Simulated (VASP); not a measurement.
Crystal: TiRhC.

```xyz
3
Lattice="3.4998 0.0000 0.0000 0.0000 3.4998 0.0000 0.0000 0.0000 4.0714" Properties=species:S:1:pos:R:3 pbc="T T T"
Ti    1.7499    1.7499    0.0000
Rh    0.0000    0.0000    0.0000
C     1.7499    1.7499    2.0357
```

The cell was built by a generator and needn't be a form met in nature.

```yaml
Program: VASP 6.6.1
Task: single point
Functional: PBE
Potentials_or_basis: VASP PAW PBE potentials, release 64 (Ti_sv, Rh_pv, C)
Cutoff: 520 eV
k_mesh: 8 × 8 × 7
Occupations: fermi-dirac, width 0.05 eV
Spin: no spin polarisation
```

On this cell: pressure 0.4 GPa; largest force under 0.003 eV/Å; band gap on the k mesh none (metal or under the smearing width).

The same run follows on a disturbed copy (atoms moved at random, drawn with an rms of 0.05 Å):

```
Ti Rh C
1.0
     3.49980    0.00000    0.00000
     0.00000    3.49980    0.00000
     0.00000    0.00000    4.07143
Ti Rh C
1 1 1
Direct
  0.48921 0.48997 0.00987
  0.99463 0.99575 0.00334
  0.51302 0.49880 0.49315
```

Q: What changes?

A: The energy (extrapolated to zero smearing) moves by +5.5 meV/atom; pressure 0.6 GPa; largest force 1.211 eV/Å; band gap on the k mesh none (metal or under the smearing width).

Forces on the atoms (eV/Å):
```
Ti  -0.399 -0.101 -1.085
Rh  -0.093 -0.076 -0.007
C    0.492  0.177  1.092
```

Stress tensor (GPa, compression positive):
```
0.21 0.04 0.40
0.04 0.21 0.14
0.40 0.14 1.28
```
